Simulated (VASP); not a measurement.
These are optB86b-vdW, VASP's PBE PAW potentials (set 64) (plane waves; VASP 6.6.1) values and carry that method's errors.

A VASP calculation is set up with these files.

INCAR:
```
! general
SYSTEM   = Tb
PREC     = Accurate
ENCUT    = 520
LREAL    = .False.
LASPH    = .True.   ! aspherical one-centre terms

! electronic loop
EDIFF    = 1E-6   ! SCF stop (eV)
NELM     = 100
ALGO     = Normal   ! blocked Davidson
LMAXMIX  = 6

! smearing
ISMEAR   = 1   ! Methfessel-Paxton
SIGMA    = 0.1   ! width (eV)

! functional
GGA      = MK
LUSE_VDW = .True.
AGGAC    = 0.0
PARAM1   = 0.1234
PARAM2   = 1.0

! ions
IBRION   = 2
NSW      = 60   ! most ionic steps
ISIF     = 3   ! ions, shape and volume
EDIFFG   = -0.01

! output
LWAVE    = .False.
LCHARG   = .False.
```

File KPOINTS:
```
kpoints
0
Gamma
 11 11 6
0 0 0
```

File POSCAR:
```
Tb
1
    1.7893379681    -3.0992238271     0.0000000000
    1.7893379681     3.0992238271     0.0000000000
   -0.0000000000     0.0000000000     5.5898756528
Tb
2
Direct
  0.3333330000   0.6666670000   0.2500000000
  0.6666670000   0.3333330000   0.7500000000
```

POTCAR, in this order: Tb_3 (PBE.64 set). Program: vasp_std.

The 4f electrons are frozen in the core of the lanthanide potential, so 4f levels, which can set the real gap, and their magnetism are missing.

Question: What does the run give for the energy per atom (σ→0), band gap (on the k-mesh)?

Answer: 
| Quantity | Result |
|---|---|
| energy per atom (σ→0) | -2098 meV/atom |
| band gap (on the k-mesh) | none (metal, semimetal or under 0.01 eV) |

**OSZICAR**
```
...
DAV:   6    -0.418217611438E+01   -0.97459E-02   -0.19789E-02  1970   0.121E+00    0.143E+01
DAV:   7    -0.419552374006E+01   -0.13348E-01   -0.38127E-02  1845   0.169E+00    0.229E-01
DAV:   8    -0.419540770375E+01    0.11604E-03   -0.19318E-03  1999   0.352E-01    0.727E-02
DAV:   9    -0.419543724735E+01   -0.29544E-04   -0.23382E-04  1944   0.116E-01    0.369E-02
DAV:  10    -0.419543146981E+01    0.57775E-05   -0.34989E-05  1909   0.444E-02    0.395E-02
DAV:  11    -0.419543360236E+01   -0.21325E-05   -0.53298E-06  1924   0.162E-02    0.160E-03
DAV:  12    -0.419543379265E+01   -0.19029E-06   -0.25565E-07  1052   0.425E-03
   1 F= -.41954338E+01 E0= -.41954763E+01  d E =-.419543E+01
```

The compound is Tb in the hcp structure. It was relaxed first. The start is the result of an earlier pass.
